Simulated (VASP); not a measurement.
VASP input:

File KPOINTS:
```
Regular mesh
0
Gamma
  13 13 9
```

INCAR:
```
SYSTEM = TiAl
PREC = Accurate
ENCUT = 520
EDIFF = 1E-7
NELM = 100
ALGO = Normal
LREAL = .FALSE.
LASPH = .TRUE.
ISMEAR = 1
SIGMA = 0.1
GGA = PE
IVDW = 12
LMAXMIX = 4
LWAVE = .FALSE.
LCHARG = .FALSE.
ISIF = 4
IBRION = 2
NSW = 30
EDIFFG = -0.01
```

**POSCAR**
```
TiAl
1
    2.8127093189     0.0000000000     0.0000000000
    0.0000000000     2.8127093189     0.0000000000
    0.0000000000     0.0000000000     4.0445091302
Ti Al
1 1
Direct
  0.0000000000   0.0000000000   0.0000000000
  0.5000000000   0.5000000000   0.5000000000
```

POTCAR, in this order: Ti_sv Al (PBE.64 set). Program: vasp_std.

Q: Write an equivalent input for Quantum ESPRESSO's pw.x.

A: One equivalent input (not run):
```
&CONTROL
  calculation = 'vc-relax'
  pseudo_dir = './pseudo'
  outdir = './out'
  tprnfor = .true.
  tstress = .true.
  nstep = 30
  forc_conv_thr = 0.00039
/
&SYSTEM
  ibrav = 0
  nat = 2
  ntyp = 2
  ecutwfc = 84
  occupations = 'smearing'
  smearing = 'methfessel-paxton'
  degauss = 0.00735
  input_dft = 'pbe'
  vdw_corr = 'grimme-d3'
  dftd3_version = 4
  dftd3_threebody = .false.
/
&ELECTRONS
  conv_thr = 7.3e-09
  electron_maxstep = 100
/
&IONS
/
&CELL
  cell_dofree = 'shape'
/
ATOMIC_SPECIES
  Ti 47.867 Ti.upf
  Al 26.982 Al.upf
CELL_PARAMETERS angstrom
     2.8127093    0.0000000    0.0000000
     0.0000000    2.8127093    0.0000000
     0.0000000    0.0000000    4.0445091
ATOMIC_POSITIONS crystal
  Ti   0.0000000  0.0000000  0.0000000
  Al   0.5000000  0.5000000  0.5000000
K_POINTS automatic
  13 13 9 0 0 0
```
The two are equivalent in intent, not identical: the potentials are each code's own (VASP's PAW set, PseudoDojo norm-conserving files in pw.x), so ENCUT and ecutwfc are chosen apart and not converted; conv_thr bounds pw.x's estimated SCF error, while EDIFF bounds the energy change between steps; forc_conv_thr acts on force components and is met together with etot_conv_thr.

The compound is TiAl in the L1_0 structure. This cell is one point of a volume scan, at 1.03 of the reference volume.
